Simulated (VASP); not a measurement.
Output of a VASP run:

### OSZICAR
```
       N       E                     dE             d eps       ncg     rms          rms(c)
DAV:   1     0.436449096103E+02    0.43645E+02   -0.70373E+03   638   0.118E+03
DAV:   2    -0.153031078228E+02   -0.58948E+02   -0.55705E+02   829   0.236E+02
DAV:   3    -0.184477268126E+02   -0.31446E+01   -0.30083E+01   856   0.427E+01
DAV:   4    -0.184859081180E+02   -0.38181E-01   -0.38132E-01   759   0.429E+00
DAV:   5    -0.184866435742E+02   -0.73546E-03   -0.73513E-03   867   0.482E-01    0.268E+01
DAV:   6    -0.163616877066E+02    0.21250E+01   -0.19173E+01   734   0.265E+01    0.247E+01
DAV:   7    -0.161648700180E+02    0.19682E+00   -0.14734E+00   733   0.797E+00    0.170E+01
DAV:   8    -0.161659883673E+02   -0.11183E-02   -0.11568E-01   704   0.368E+00    0.586E+00
DAV:   9    -0.161622032785E+02    0.37851E-02   -0.92539E-03   802   0.901E-01    0.498E-01
DAV:  10    -0.161624239953E+02   -0.22072E-03   -0.41653E-04   835   0.203E-01    0.284E-01
DAV:  11    -0.161624216857E+02    0.23096E-05   -0.30158E-05   781   0.578E-02    0.172E-02
DAV:  12    -0.161624220841E+02   -0.39840E-06   -0.34254E-06   798   0.200E-02
   1 F= -.16162422E+02 E0= -.16162262E+02  d E =-.161624E+02
```

**OUTCAR**
```
------------------------ aborting loop because EDIFF is reached ----------------------------------------
  FORCE on cell =-STRESS in cart. coord.  units (eV):
  Direction    XX          YY          ZZ          XY          YZ          ZX
  --------------------------------------------------------------------------------------
  Total        0.0194721      0.0194721      0.0194721      0.0000000      0.0000000     -0.0000000
  in kB        1.0104035      1.0104035      1.0104035      0.0000000      0.0000000     -0.0000000
  external PRESSURE =       1.0104035 kB  Pullay stress =       0.0000000 kB
  volume of cell :       30.88
      direct lattice vectors                 reciprocal lattice vectors
     0.000000000  2.490000000  2.490000000    -0.200803213  0.200803213  0.200803213
     2.490000000  0.000000000  2.490000000     0.200803213 -0.200803213  0.200803213
     2.490000000  2.490000000  0.000000000     0.200803213  0.200803213 -0.200803213
 POSITION                                       TOTAL-FORCE (eV/Angst)
 -----------------------------------------------------------------------------------
      0.00000      0.00000      0.00000         0.000000      0.000000      0.000000
      2.49000      2.49000      2.49000        -0.000000     -0.000000     -0.000000
 -----------------------------------------------------------------------------------
    total drift:                                0.000000      0.000000      0.000000
  FREE ENERGIE OF THE ION-ELECTRON SYSTEM (eV)
  ---------------------------------------------------
  free  energy   TOTEN  =       -16.1624220841 eV

  energy  without entropy=      -16.1621013885  energy(sigma->0) =      -16.16226174

 reached required accuracy - stopping structural energy minimisation
```
(Selected blocks of OUTCAR.)

**POSCAR**
```
GdN
1
    0.0000000000     2.4900000000     2.4900000000
    2.4900000000     0.0000000000     2.4900000000
    2.4900000000     2.4900000000     0.0000000000
Gd N
1 1
Direct
  0.0000000000   0.0000000000   0.0000000000
  0.5000000000   0.5000000000   0.5000000000
```

Question: Write an INCAR and KPOINTS that could have produced this output.

Answer: Several could match; the one computed here: the input of the run itself, PBE GGA, plane waves, VASP's PBE PAW potentials (set 64).

### KPOINTS
```
Automatic mesh
0
Gamma
8 8 8
0 0 0
```

**INCAR**
```
! general
SYSTEM  = GdN
PREC    = Accurate
ENCUT   = 520
LREAL   = .FALSE.
LASPH   = .TRUE.

! electronic loop
EDIFF   = 1E-6
NELM    = 100
ALGO    = Normal
LMAXMIX = 6

! smearing
ISMEAR  = 0
SIGMA   = 0.05

! functional
GGA     = PE

! ions
IBRION  = 2
NSW     = 60
ISIF    = 3
EDIFFG  = -0.01

! output
LWAVE   = .FALSE.
LCHARG  = .FALSE.
```

POTCAR, in this order: Gd_3 N (PBE.64 set). Program: vasp_std.

The 4f electrons are frozen in the core of the lanthanide potential, so 4f levels, which can set the real gap, and their magnetism are missing.

The compound is GdN in the rock salt structure. The cell was not relaxed at this level.
